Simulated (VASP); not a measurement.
**MgO: energy against volume**

MgO (rock salt, Fm-3m, 9.575 Å³/atom and stress up to 0.24 GPa in the relaxed cell, cube axes along x, y and z) under an equal strain ε along all three axes. PBE in VASP (plane waves, PAW), 600 eV, 12×12×12 Γ-centred mesh, Gaussian smearing 0.05 eV; ions are relaxed, or left where forces stay under 0.02 eV/Å, within the symmetry of each cell.

Here V stands for volume and E for E less E0.

```csv
volume (Å³/atom),E less E0 (meV/atom),pressure (GPa)
8.7385,?,?
9.0116,17.97,10.17
9.1502,10.05,7.32
9.2903,4.48,4.63
9.4318,1.17,2.11
9.5747,0.00,-0.24
9.7190,0.89,-2.44
9.8648,3.73,-4.50
10.0120,8.43,-6.42
10.1607,14.90,-8.21
```

The 9 complete rows are fitted with the third-order Birch-Murnaghan form, a cubic in V^(-2/3), E against V. With u = V^(-2/3) - 0.222, the rows have u = 0.008922, 0.006584, 0.004280, 0.002011, -0.000223, -0.002424, -0.004593, -0.006729, -0.008834. Least squares gives E = 0.028 + 148.29·u + 208087·u² + 79820·u³. Residuals (row less fit): -0.002, 0.003, -0.001, 0.002, -0.005, 0.000, 0.001, 0.002, -0.002; standard error 0.003 (degrees of freedom: 5). Its minimum lies at u = -0.000356, so V0 = (0.221644)^(-3/2) = 9.583. There d²E/du² = 416000 and d³E/du³ = 478900, so B0 = (4/9) × 9.583^(-7/3) × 416000 × 0.160218 = 152 GPa (the last factor turns the table's units into GPa), and B0' = 4 + (2/3) × 0.221644 × (478900)/416000 = 4.2. B0' rests on the cubic coefficient alone and has a standard error of 0.1 from these residuals.

### Question
Estimate the missing E (V = 8.7385); what did the run itself give?

### Answer
u = 0.013709, so E = 0.028 + 148.29 × 0.013709 + 208087 × 0.013709² + 79820 × 0.013709³ = 41.374 meV/atom. The calculation gives 41.36 meV/atom, 0.014 meV/atom below the prediction (0.0 % of the range of E in the table). The row lies outside the fitted rows, so this is an extrapolation. The scatter of the fitted rows lies at the last printed digit.

Other structures, which can take over under pressure, weren't tried. The same form fitted to the pressure column gives B0' = 4.1; series where the two differ by over 0.4 aren't shown. Rows are the converged runs of the series near zero and its far end, less any whose ions stayed unrelaxed beside relaxed ones; series whose fitted rows scatter by over a few per cent of the range, as at a crossing or softening among them, aren't shown in this form.
